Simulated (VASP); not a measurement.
Consider the following.

```
MgI2
1.0
    2.03723    -3.52858     0.00000
    2.03723     3.52858     0.00000
    0.00000     0.00000     6.68309
Mg I
1 2
Direct
  0.00000   0.00000   0.00000
  0.33333   0.66667   0.24765
  0.66667   0.33333   0.75235
```

These are LDA (Ceperley-Alder, Perdew-Zunger), VASP's LDA PAW potentials (set 64) (plane waves; VASP) values and carry that method's errors. Run with 400 eV cut-off, 6×6×4 Γ-centred mesh, Gaussian smearing of 0.010 eV, potentials Mg I.

Tensors are in the Cartesian frame of the cell as typed.

Give the electronic dielectric tensor ε∞ (DFPT, local fields included).

```
4.82  0.00  0.00
0.00  4.82  0.00
0.00  0.00  4.32
```

Give the Born effective charges.

```
atom   Z*xx   Z*yy   Z*zz   mean
----  -----  -----  -----  -----
Mg1    2.48   2.48   1.64   2.20
I2    -1.24  -1.24  -0.82  -1.10
I3    -1.24  -1.24  -0.82  -1.10
```

The compound is MgI2 in the 1T layered structure. It was relaxed first, which changed the volume by -6 %.
